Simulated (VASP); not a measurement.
Energy against volume of SiC (wurtzite). All values below come from PBE GGA with D3 dispersion (Becke-Johnson damping), VASP's PBE PAW potentials (set 64) (plane waves; VASP). Numerical set-up: 520 eV cut-off, 8×8×5 Γ-centred mesh, Gaussian smearing of 0.050 eV, potentials Si C.

Shape and ions are relaxed at each volume.

| V (Å³/atom) | E (eV/atom) |
|---|---|
| 9.665 | -7.79829 |
| 9.973 | -7.81985 |
| 10.282 | -7.82656 |
| 10.590 | -7.82044 |

**Question.** Fit these four points and predict the energy of the run at 10.899 Å³/atom.

**Answer.** A cubic in V^(−2/3), the third-order Birch-Murnaghan form, passes through the four points with V0 = 10.28 Å³/atom and B0 = 222 GPa, and gives -7.8033 eV/atom there. The run gave -7.8033 eV/atom, +0.0 meV/atom from the fit; all five points give B0 = 222 GPa.

The compound is SiC in the wurtzite structure, the rare 2H polytype. It was relaxed first.
